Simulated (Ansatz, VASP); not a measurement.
**Cross-check of SnSe2 between VASP and Ansatz**

Aim: how closely do two programs agree when they are given the same cell, functional and k mesh? The cell is taken from a series of runs on this material, whose earlier steps may have relaxed, scaled, displaced or heated it; both programs get it as it stands.

Main program and level: Ansatz 0.2.0; plane waves, with VASP 6.6.1 beside it; zone-centre phonons at PBE.

## 1. The structure

The cell holds 3 atoms: 1 Sn and 2 Se. Cell: a = 3.680 Å, b = 3.680 Å, c = 30.460 Å, α = 90.0°, β = 90.0°, γ = 120.0°. Vacuum lies along c.

## 2. Ansatz: zone-centre phonons, PBE

Ansatz runs on its PAW soft_1 files.

Second derivatives magnify differences that forces hide, and they need a tight electronic threshold.

input.yaml reads:

```yaml
crystal:
  lattice:
    - [3.6803690443, 0.0, 0.0]
    - [-1.8401845221, 3.1872930877, 0.0]
    - [0.0, 0.0, 30.46]
  atoms:
    - { symbol: Sn, position: [0.3333333333, 0.6666666667, 0.3282994091] }
    - { symbol: Se, position: [0.6666666667, 0.3333333333, 0.3855125386] }
    - { symbol: Se, position: [0.6666666667, 0.3333333333, 0.2710862795] }
  periodic: [true, true, false]
kpoints:
  mp_grid: { grid: [12, 12, 1] }
hamiltonian:
  xc: pbe
  pseudopotentials: { kind: paw, azcp: { folder: soft_1 } }
scf:
  occupations: { method: gaussian, width: 0.1 }
output:
  eigenvalues: true
phonons:
  method: dfpt
```

Launch:

```
ansatz run input.yaml --threads 4 --pin off --max-ram 16384MiB --backend cpu --events-out ev --progress --plain --runs-dir out
```

Numbers of over 12 decimals in the logs are rounded to 6 here.

The log of the run:

```text
Warning: crystal.symmetry: narrowed to the stabiliser of the run's FFT grids — unitary ops 12 → 6. A phonons.method: dfpt run fills in the rows of the dynamical matrix that it does not solve by its symmetry operations, which is exact only for operations that map its FFT grids onto themselves: filled in by any other, the frequencies could depend on the order in which like atoms are typed, or, by more than the grids' own error, on where the crystal sits among the grids' points. Excluded: 6 operations. The run can therefore solve more perturbations, solve them on more k-points, or both, and cost more. [rest of the remark cut]
Engine: ansatz 0.2.0, aarch64-unknown-linux-gnu
Pseudopotentials: kind: paw
Pseudopotential: Sn, paw, valence charge 14, recommended cutoff 420 eV (normal), soft_1/Sn.paw.azcp
Pseudopotential: Se, paw, valence charge 16, recommended cutoff 420 eV (normal), soft_1/Se.paw.azcp
Functional definition: PBE
  parameter kappa = 0.804
  parameter beta = 0.066725
  exchange = pbe_x(kappa = kappa, mu = beta*pi^2/3)
  correlation = pbe_c(beta = beta)
Crystal: 3 atoms, lattice volume = 357.308 Å³
Basis set: ecut = 420 eV, 6989 PW (Γ), exchange–correlation on 50×50×432 points (8 copies of the dense FFT grid, shifted against one another)
Bands: 28, of which v1, the nominal top of the filled ones, is band 23 counted from 1 (22 counted from 0)
Symmetry: 12 space group operations
k-points: 43 of 144 (irreducible under 2 space group operations, time reversal used)
Non-local potential: Sn, projectors of the file, l = 0: 2, l = 1: 2, l = 2: 2, l = 3: 1
Non-local potential: Se, projectors of the file, l = 0: 2, l = 1: 2, l = 2: 3, l = 3: 1
PAW form: soft (Blöchl's): semilocal exchange-correlation on the pseudo side does not see the compensation charge
PAW one-centre angular grid: Sn, 590 points (default); XC on 64 Gauss nodes
PAW one-centre angular grid: Se, 590 points (default); XC on 64 Gauss nodes
Initial density: superposition of atomic densities (neutral atoms: chi_scale 0, normalization atom)
Initial wavefunctions: pseudopotential atomic-orbital guess
Functional: x = pbe(κ = 0.804, μ = 0.219515), c = pbe(β = 0.066725)
iter 1 solved again at ethr=2.81e-3 eV; its pass at ethr=3.10e-3 eV (dr2=1.29e0 eV) is discarded
SCF iter   1: F=—  HF=-16962.994442 eV  |F-HF|=—  |Δ(HF+E_count)|=         —  Δρ=1.45e-2  dr2=1.30e0  ethr=2.81e-3  ⟨swp⟩=1.1  Hψ=9468  notcnv=0
preconditioner: auto → LDOS  [insulator: Δε(μ)=0.200 eV  Ē_g=15.489 eV  σ=0.100 eV  W_gap=0.84  n_scr=18 (ndim 8)  ℏωp=10.0 eV  f_vac=0.759  D(μ)=0.18/eV (n_scr^D=2)  ε∞_Penn≈1.4  β→1.0]
SCF iter   2: F=—  HF=-16962.990487 eV  |F-HF|=—  |Δ(HF+E_count)|=   3.95e-3  Δρ=1.10e-2  dr2=1.34e0  ethr=2.81e-3  ⟨swp⟩=4.3  Hψ=2699  notcnv=0
SCF iter   3: F=—  HF=-16962.620474 eV  |F-HF|=—  |Δ(HF+E_count)|=   3.70e-1  Δρ=1.74e-3  dr2=1.14e-2  ethr=2.81e-3  ⟨swp⟩=3.9  Hψ=2456  notcnv=0  defer=26
SCF iter   4: F=—  HF=-16962.630933 eV  |F-HF|=—  |Δ(HF+E_count)|=   1.05e-2  Δρ=9.28e-4  dr2=5.00e-3  ethr=2.48e-5  ⟨swp⟩=3.3  Hψ=2710  notcnv=0  defer=26
SCF iter   5: F=—  HF=-16962.628492 eV  |F-HF|=—  |Δ(HF+E_count)|=   2.44e-3  Δρ=2.30e-4  dr2=1.36e-4  ethr=1.09e-5  ⟨swp⟩=3.7  Hψ=2741  notcnv=0  defer=26
SCF iter   6: F=—  HF=-16962.628599 eV  |F-HF|=—  |Δ(HF+E_count)|=   1.07e-4  Δρ=1.15e-4  dr2=4.41e-5  ethr=2.95e-7  ⟨swp⟩=3.0  Hψ=2420  notcnv=0  defer=26
SCF iter   7: F=—  HF=-16962.628571 eV  |F-HF|=—  |Δ(HF+E_count)|=   2.74e-5  Δρ=2.68e-5  dr2=1.87e-6  ethr=9.59e-8  ⟨swp⟩=2.6  Hψ=2311  notcnv=0  defer=26
SCF iter   8: F=—  HF=-16962.628610 eV  |F-HF|=—  |Δ(HF+E_count)|=   3.86e-5  Δρ=7.06e-6  dr2=1.81e-7  ethr=4.06e-9  ⟨swp⟩=3.7  Hψ=2922  notcnv=0  defer=26
SCF iter   9: F=—  HF=-16962.628610 eV  |F-HF|=—  |Δ(HF+E_count)|=   7.05e-8  Δρ=1.09e-6  dr2=3.68e-9  ethr=3.92e-10  ⟨swp⟩=2.7  Hψ=2305  notcnv=0  defer=26
SCF iter  10: F=—  HF=-16962.628610 eV  |F-HF|=—  |Δ(HF+E_count)|=  6.33e-10  Δρ=2.52e-7  dr2=2.00e-10  ethr=8.00e-12  ⟨swp⟩=3.9  Hψ=2971  notcnv=0  defer=26
SCF iter  11: F=—  HF=-16962.628610 eV  |F-HF|=—  |Δ(HF+E_count)|=  3.64e-12  Δρ=6.67e-8  dr2=1.60e-11  ethr=1.00e-12  ⟨swp⟩=2.2  Hψ=2224  notcnv=0  defer=26
SCF iter  12: F=-16962.628610 eV  HF=-16962.628610 eV  |F-HF|=2.00e-10  |Δ(HF+E_count)|=  1.96e-10  Δρ=1.06e-8  dr2=3.80e-13  ethr=1.00e-12  ⟨swp⟩=17.2  Hψ=7922  notcnv=0
SCF 1 converged in 12 iterations: F = -16962.628610 eV  dr2 = 3.80e-13
  greatest PAW one-centre occupation: 1.000 electrons in one spin orbital (limit 2), on the Se atom at site 1 (counted from 0), in its partial waves of l = 2
DFPT response loops at Γ: preconditioner auto → none (partly filled bands, converged f_vac=0.763); β = 0.50; Broyden in place of MSR1
SCF converged after 12 iterations
Free energy (F): -16962.628610 eV
Harris-Foulkes:  -16962.628610 eV  (|F-HF|=2.00e-10)
Internal energy: -16962.623465 eV  (E = F + TS)
E sigma→0 (E₀):  -16962.626038 eV
Entropy (-TS):   -0.005145 eV (-1.715 meV/atom)
Fermi energy:    -5.410232 eV
--- Per-component energies (eV) ---
  E_band       = -1500.791488
  E_kinetic    = 390.062432
  E_local      = -101861.226364  (includes V_loc(G=0)·N_el)
  E_nonlocal   = -563.578216
  E_hartree    = 50748.350656
  E_xc         = -295.269841
  E_vxc        = -260.033420  (∫ρ·V_xc dr)
  E_paw        = -8631.479634  (= ΣΔE_a)
  E_vpaw       = -702.716875  (= ΣTr[D̂ρ^β])
  E_aug_tail   = -0.000450  (compensation charges beyond the density's cutoff)
  E_ewald      = 43250.517952
  E_smearing   = -0.005145  (= −TS)
  E_closure    = -0.000000  (closes the sum)
  Σ components = -16962.628610   (vs F -16962.628610, Δ=0.00e0)
--- Band table (eV; the first three rows and the last of 43) ---
  k-point 0: bands = [... 19 lower, -6.1177, -6.1177, -5.3662, -5.3662, -4.7150, -1.6130 (-1.6130°), -1.0695, -1.0695, ... 1 higher]
  k-point 1: bands = [... 19 lower, -6.8351, -6.2694, -5.8313, -5.4308, -4.2433, -1.4565 (-1.4565°), -1.1978 (-1.1978°), -0.9171, ... 1 higher]
  k-point 2: bands = [... 19 lower, -7.5843, -6.6571, -6.6342, -5.5984, -3.9145, -2.0616, -0.6171 (-0.6171°), -0.5505, ... 1 higher]
  k-point 42: bands = [... 19 lower, -9.3312, -9.1249, -7.3867, -6.1920, -4.5831, -2.7978, -0.3899, 0.1000, ... 1 higher]
  ° read free of the cell's end (the report's vacuum.weakly_bound_levels)
--- Phonons (Γ-DFPT): 6 representative perturbations + reference, on 43 of 144 k-points (Σ response iterations 23) ---
  ASR residual: 2.689e-5 → 0.000e0 eV/Å²; symmetrization residual: 1.718e-5 eV/Å²
  The last average, over the group as it would stand without the narrowing to the FFT grids, took up to 6.715e-6 eV/Å² of the zone centre's force constants
  ASR residual per site (eV/Å²): 2.69e-5 5.79e-6 1.33e-5
  Γ frequencies (cm⁻¹): -70.66 -70.66 0.00 0.00 0.00 139.15 139.15 193.18 234.80
  non-analytic LO–TO correction: not included (Born effective charges unavailable; polar crystals: no LO–TO splitting at Γ)
```

The column dr2 measures how far the density is from self-consistency, as an energy; F and HF (Harris–Foulkes) agree once it is small.

[end of part 1 of 2]

[Lines on the potential files, build, host, timing and source positions are cut from VASP's logs without a mark.]

[Logs are printed without paths, hosts, clocks, repeated set-up lines and the standing remarks that a program may print on its own settings, such as how far it seeks lower states.]

[Hosts, paths, dates, database ids (printed as entryN), source tags and the programs' standing remarks are cut or masked in the printed files.]
